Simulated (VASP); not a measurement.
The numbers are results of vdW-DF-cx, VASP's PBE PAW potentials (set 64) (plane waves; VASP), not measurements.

VASP ran on this input.

### KPOINTS
```
Automatic
0
gamma
 6 6 6
```

**POSCAR**
```
BaTiO3
7.9874210
  0.4999999872   0.0000000000   0.0000000000
  0.0000000000   0.4999999872   0.0000000000
  0.0000000000   0.0000000000   0.4999999872
Ba Ti O
1 1 3
Direct
  0.0000000000   0.0000000000   0.0000000000
  0.5000000000   0.5000000000   0.5000000000
  0.5000000000   0.0000000000   0.5000000000
  0.0000000000   0.5000000000   0.5000000000
  0.5000000000   0.5000000000   0.0000000000
```

**INCAR**
```
SYSTEM = BaTiO3
PREC = Accurate; ENCUT = 520; LREAL = .False.
LASPH = .True.
EDIFF = 1E-7; NELM = 100; ALGO = Normal
LMAXMIX = 4
ISMEAR = -5
GGA = CX; LUSE_VDW = .True.; AGGAC = 0.0
ISIF = 2
LWAVE = .False.; LCHARG = .True.; LORBIT = 11
NEDOS = 601
LEFG = .True.
```

POTCAR, in this order: Ba_sv Ti_sv O (PBE.64 set). Program: vasp_std.

Question: What will the output report for the number of irreducible k-points (NKPTS), largest plane-wave count, number of space-group operations, FFT grid (NGX, NGY, NGZ)?

Answer: 
| Property | Value |
|---|---|
| number of irreducible k-points (NKPTS) | 20 |
| largest plane-wave count | 1743 |
| number of space-group operations | 48 |
| FFT grid (NGX, NGY, NGZ) | 30 × 30 × 30 |

The compound is BaTiO3 in the cubic perovskite structure, the ideal cubic form; the compound distorts at low or room temperature. It was relaxed first.
